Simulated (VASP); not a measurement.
# C₄H₄S: relaxation of the atoms

C₄H₄S, molecule in box, 9 atoms in the cell. PBE; PAW potentials C, S, H (PBE set).

## Input

INCAR:
```
GGA = PE
PREC = Accurate
ENCUT = 500
EDIFF = 1E-6
ISMEAR = 0
SIGMA = 0.02
LREAL = False
LASPH = True
ALGO = Normal
NELM = 100
IBRION = 2
NSW = 80
EDIFFG = -0.01
ISIF = 2
NCORE = 2
LWAVE = False
LCHARG = False
```

KPOINTS:
```
k-points
0
Gamma
  1 1 1
```

POSCAR:
```
H4C4S
1.0
   12.0000000000      0.0000000000      0.0000000000
    0.0000000000     13.0000000000      0.0000000000
    0.0000000000      0.0000000000      9.0000000000
C S H
4 1 4
Direct
    0.5657180000      0.5548140000      0.5000000000
    0.5657180000      0.4451860000      0.5000000000
    0.4592810000      0.4054530000      0.5000000000
    0.4592810000      0.5945470000      0.5000000000
    0.3600170000      0.5000000000      0.5000000000
    0.6399830000      0.6021610000      0.5000000000
    0.6399830000      0.3978390000      0.5000000000
    0.4347460000      0.3254170000      0.5000000000
    0.4347460000      0.6745830000      0.5000000000
```

Commands:
```
cat potpaw_PBE.64/C/POTCAR potpaw_PBE.64/S/POTCAR potpaw_PBE.64/H/POTCAR > POTCAR
mpirun -np 4 vasp_gam > vasp.out
```

## Result

- Ionic steps: 15
- SCF steps in all: 103

Ionic steps:

| Step | Energy (eV) | Largest force (eV/A) | SCF steps |
|---|---|---|---|
| 1 | -54.23946 | 0.3424 | 25 |
| 2 | -54.21782 | 1.3632 | 14 |
| 3 | -54.24185 | 0.1352 | 14 |
| 4 | -54.24369 | 0.1029 | 5 |
| 5 | -54.24377 | 0.1025 | 12 |
| 6 | -54.24276 | 0.2338 | 5 |
| 7 | -54.24409 | 0.0365 | 5 |
| 8 | -54.24410 | 0.0576 | 4 |
| 9 | -54.24413 | 0.0218 | 3 |
| 10 | -54.24417 | 0.0168 | 3 |
| 11 | -54.24419 | 0.0286 | 3 |
| 12 | -54.24421 | 0.0221 | 2 |
| 13 | -54.24423 | 0.0147 | 3 |
| 14 | -54.24423 | 0.0165 | 2 |
| 15 | -54.24424 | 0.0034 | 3 |

VASP 6.6.1 took 186 s on 4 cores (Intel Xeon Platinum 8259CL @ 2.50GHz (Skylake/Cascade Lake)), a shared host.
